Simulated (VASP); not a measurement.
Consider the following.

```
BaTiO3
1.0
    3.95255     0.00000     0.00000
    0.00000     3.95255     0.00000
    0.00000     0.00000     3.95255
Ba Ti O
1 1 3
Direct
  0.00000   0.00000   0.00000
  0.50000   0.50000   0.50000
  0.50000   0.00000   0.50000
  0.00000   0.50000   0.50000
  0.50000   0.50000   0.00000
```

Calculation: LDA (Ceperley-Alder, Perdew-Zunger), VASP's LDA PAW potentials (set 64) (plane waves; VASP). Settings: 520 eV cut-off, 5×5×5 Γ-centred mesh, Gaussian smearing of 0.050 eV, potentials Ba_sv Ti_sv O.

Unless said otherwise, spin-orbit coupling is left out, though it shifts the bands of the heavy elements here.

Question: Estimate the energy per atom (σ→0), band gap (on the k-mesh) with the smallest direct gap where there is one.

Answer: 
```yaml
band gap (on the k-mesh): 1.82 eV
smallest direct gap (on the k-mesh): 1.82 eV
energy per atom (σ→0): -852.0 kJ/mol of atoms
```

The compound is BaTiO3 in the cubic perovskite structure, the ideal cubic form; the compound distorts at low or room temperature. It was relaxed first. The start is the result of an earlier pass.
